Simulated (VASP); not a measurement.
Here is the system:

```yaml
crystal:
  lattice:
    - [4.16582, -2.27500, 0.00000]
    - [4.16582, 2.27500, 0.00000]
    - [2.92342, 0.00000, 3.73943]
  atoms:
    - { symbol: Bi, position: [0.23400, 0.23400, 0.23400] }
    - { symbol: Bi, position: [0.76600, 0.76600, 0.76600] }
```

Computed with PBE GGA, VASP's PBE PAW potentials (set 64) (plane waves; VASP). Run with 400 eV cut-off, 9×9×9 Γ-centred mesh, first-order Methfessel-Paxton smearing of 0.10 eV, potentials Bi_d.

### Question
Predict the energy per atom (σ→0), pressure, largest force.

### Answer

```json
{
  "energy per atom (σ→0)": "-3.884 eV/atom",
  "pressure": "1.54 GPa",
  "largest_force": "0.172 eV/Å"
}
```

Only differences to runs with the same potentials and settings are physical.

The compound is Bi in the a7 structure. The cell was not relaxed at this level.
